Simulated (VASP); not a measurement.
Computed with PBE GGA, VASP's PBE PAW potentials (set 64) (plane waves; VASP).

Input for VASP

### INCAR
```
ALGO = Normal   ! blocked Davidson
SIGMA = 0.1   ! width (eV)
ISIF = 2
LORBIT = 10
SYSTEM = CoGe
ISMEAR = 1   ! Methfessel-Paxton
GGA = PE
ISPIN = 2
LMAXMIX = 4
EDIFF = 1E-6   ! SCF stop (eV)
LREAL = .False.   ! projection in real space or not
MAGMOM = 0.6 0.0
NELM = 100   ! most electronic steps
ENCUT = 400   ! plane-wave cut-off (eV)
PREC = Accurate
LWAVE = .False.
LASPH = .True.
LCHARG = .False.
```

### POSCAR
```
CoGe
1
    2.8699690000     0.0000000000     0.0000000000
    0.0000000000     2.8699690000     0.0000000000
    0.0000000000     0.0000000000     2.8699690000
Co Ge
1 1
Direct
  0.0000000000   0.0000000000   0.0000000000
  0.5000000000   0.5000000000   0.5000000000
```

KPOINTS:
```
Regular mesh
0
gamma
  11 11 11
0 0 0
```

POTCAR, in this order: Co Ge_d (PBE.64 set). Program: vasp_std.

What VASP printed:

**OSZICAR**
```
       N       E                     dE             d eps       ncg     rms          rms(c)
DAV:   1     0.105378639946E+03    0.10538E+03   -0.95742E+03  3634   0.328E+03
DAV:   2    -0.337158209067E+01   -0.10875E+03   -0.10693E+03  3402   0.432E+02
DAV:   3    -0.123839537631E+02   -0.90124E+01   -0.89329E+01  3920   0.110E+02
DAV:   4    -0.125522167770E+02   -0.16826E+00   -0.16817E+00  4035   0.156E+01
DAV:   5    -0.125576738578E+02   -0.54571E-02   -0.54570E-02  4593   0.246E+00    0.112E+01
DAV:   6    -0.143710676239E+02   -0.18134E+01   -0.36671E+01  3543   0.721E+01    0.144E+01
DAV:   7    -0.115615893290E+02    0.28095E+01   -0.12960E+01  3462   0.530E+01    0.231E+00
DAV:   8    -0.115832285684E+02   -0.21639E-01   -0.41792E-01  3791   0.601E+00    0.175E+00
DAV:   9    -0.115641366468E+02    0.19092E-01   -0.88366E-02  4223   0.396E+00    0.447E-01
DAV:  10    -0.115630737568E+02    0.10629E-02   -0.42914E-03  4934   0.814E-01    0.173E-01
DAV:  11    -0.115629264187E+02    0.14734E-03   -0.19856E-04  4124   0.262E-01    0.869E-02
DAV:  12    -0.115629280408E+02   -0.16221E-05   -0.18865E-04  4553   0.189E-01    0.504E-02
DAV:  13    -0.115629282586E+02   -0.21781E-06   -0.36689E-05  4832   0.100E-01    0.164E-02
DAV:  14    -0.115629266084E+02    0.16502E-05   -0.95046E-06  4399   0.346E-02    0.624E-03
DAV:  15    -0.115629267319E+02   -0.12350E-06   -0.12885E-06  2059   0.131E-02
   1 F= -.11562927E+02 E0= -.11562602E+02  d E =-.975467E-03  mag=     0.7246
```

OUTCAR:
```
------------------------ aborting loop because EDIFF is reached ----------------------------------------
  FORCE on cell =-STRESS in cart. coord.  units (eV):
  Direction    XX          YY          ZZ          XY          YZ          ZX
  --------------------------------------------------------------------------------------
  Total        1.5200035      1.5200035      1.5200035     -0.0000000     -0.0000000      0.0000000
  in kB      103.0204748    103.0204748    103.0204748     -0.0000000     -0.0000000      0.0000000
  external PRESSURE =     103.0204748 kB  Pullay stress =       0.0000000 kB
  volume of cell :       23.64
      direct lattice vectors                 reciprocal lattice vectors
     2.869969000  0.000000000  0.000000000     0.348435819  0.000000000  0.000000000
     0.000000000  2.869969000  0.000000000     0.000000000  0.348435819  0.000000000
     0.000000000  0.000000000  2.869969000     0.000000000  0.000000000  0.348435819
 POSITION                                       TOTAL-FORCE (eV/Angst)
 -----------------------------------------------------------------------------------
      0.00000      0.00000      0.00000         0.000000      0.000000      0.000000
      1.43498      1.43498      1.43498         0.000000      0.000000      0.000000
 -----------------------------------------------------------------------------------
    total drift:                               -0.000000      0.000000      0.000000
  FREE ENERGIE OF THE ION-ELECTRON SYSTEM (eV)
  ---------------------------------------------------
  free  energy   TOTEN  =       -11.5629267319 eV

  energy  without entropy=      -11.5619512646  energy(sigma->0) =      -11.56260158

 total charge

# of ion       s       p       d       tot
------------------------------------------
    1        0.398   0.489   7.534   8.422
    2        1.119   1.227  10.140  12.486
--------------------------------------------------
tot          1.517   1.717  17.674  20.908

 magnetization (x)

# of ion       s       p       d       tot
------------------------------------------
    1        0.010   0.000   0.723   0.733
    2        0.004   0.010  -0.010   0.004
--------------------------------------------------
tot          0.014   0.010   0.713   0.737
```
(Selected blocks of OUTCAR.)

The structure was generated: CoGe was put into the CsCl type (Pm-3m), which need not be its known phase. The cell was not relaxed at this level. The run is one of a series of settings (MAGMOM = 0.6 0.0 against the base run), some of them coarse on purpose.
